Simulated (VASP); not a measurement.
Given:

```yaml
crystal:
  lattice:
    - [0.00000, 2.91335, 2.91335]
    - [2.91335, 0.00000, 2.91335]
    - [2.91335, 2.91335, 0.00000]
  atoms:
    - { symbol: Bi, position: [0.00000, 0.00000, 0.00000] }
    - { symbol: Ga, position: [0.50000, 0.50000, 0.50000] }
```

The numbers are results of LDA (Ceperley-Alder, Perdew-Zunger), VASP's LDA PAW potentials (set 64) (plane waves; VASP), not measurements. Run with 400 eV cut-off, 10×10×10 Γ-centred mesh, first-order Methfessel-Paxton smearing of 0.10 eV, potentials Bi_d Ga_d.

Unless said otherwise, spin-orbit coupling is left out, though it shifts the bands of the heavy elements here.

Q: Estimate the energy per atom (σ→0), band gap (on the k-mesh) with the smallest direct gap where there is one.

A: 
```yaml
band gap (on the k-mesh): none (metal, semimetal or under 0.01 eV)
energy per atom (σ→0): -3.976 eV/atom
```

The structure was generated: GaBi was put into the rocksalt type (Fm-3m), which need not be its known phase. It was relaxed first. The start is the result of an earlier pass.
